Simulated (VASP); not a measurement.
Data:

```xyz
1
Lattice="-1.4356 1.4356 1.4356 1.4356 -1.4356 1.4356 1.4356 1.4356 -1.4356" Properties=species:S:1:pos:R:3 pbc="T T T"
V      0.0000     0.0000     0.0000
```

Level of theory: PBE GGA, VASP's PBE PAW potentials (set 64) (plane waves; VASP). Numerical set-up: 500 eV cut-off, 18×18×18 Γ-centred mesh, first-order Methfessel-Paxton smearing of 0.10 eV, potentials V_sv.

Energy and stress use the plane-wave basis of the starting cell.

Q: The ions, cell shape and volume at an external pressure of 45.0 GPa are relaxed. What does this cell relax into?

A: 
```xyz
1
Lattice="-1.4134 1.4134 1.4134 1.4134 -1.4134 1.4134 1.4134 1.4134 -1.4134" Properties=species:S:1:pos:R:3 pbc="T T T"
V      0.0000     0.0000     0.0000
```
Space group Im-3m (229), at a tolerance of 0.03 Å.

Q: How do energy and volume change from the first to the last step?

A: The energy (σ→0) changes by +126.0 meV/atom and the volume by -4.6 %, in 4 ionic steps.

The compound is V in the bcc structure. This run relaxes it under an external pressure of 45 GPa. Symmetry was kept, so distortions that lower it aren't found. The run is not spin-polarised, so no magnetic state was tried.
